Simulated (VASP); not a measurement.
A cell of Pt3Ti (L1_2) near equilibrium:

```
Pt3Ti
1.0
    3.89787     0.00000     0.00000
    0.00000     3.89787     0.00000
    0.00000     0.00000     3.89787
Ti Pt
1 3
Direct
  0.00000   0.00000   0.00000
  0.00000   0.50000   0.50000
  0.50000   0.00000   0.50000
  0.50000   0.50000   0.00000
```

Level of theory: PBEsol GGA, VASP's PBE PAW potentials (set 64) (plane waves; VASP 6.6.1).

```tsv
run	ΔE (meV/atom)	σxx	σyy	σzz	largest shear component, with its sign (GPa)	largest force (eV/Å)
as it is	0.0	0.06	0.06	0.06	0.00	0.000
after one change	210.8	44.47	44.47	44.47	0.00	0.000
```
Stress is in GPa, positive when the cell is compressed.

Task: What was changed between the two runs?
A) atom 1 (Ti) moved by -0.200 Å along y
B) isotropic strain of -1.0 %
C) isotropic strain of -4.0 %
D) atom 1 (Ti) moved by -0.075 Å along z

Result: C, isotropic strain of -4.0 %

The compound is Pt3Ti in the L1_2 structure.
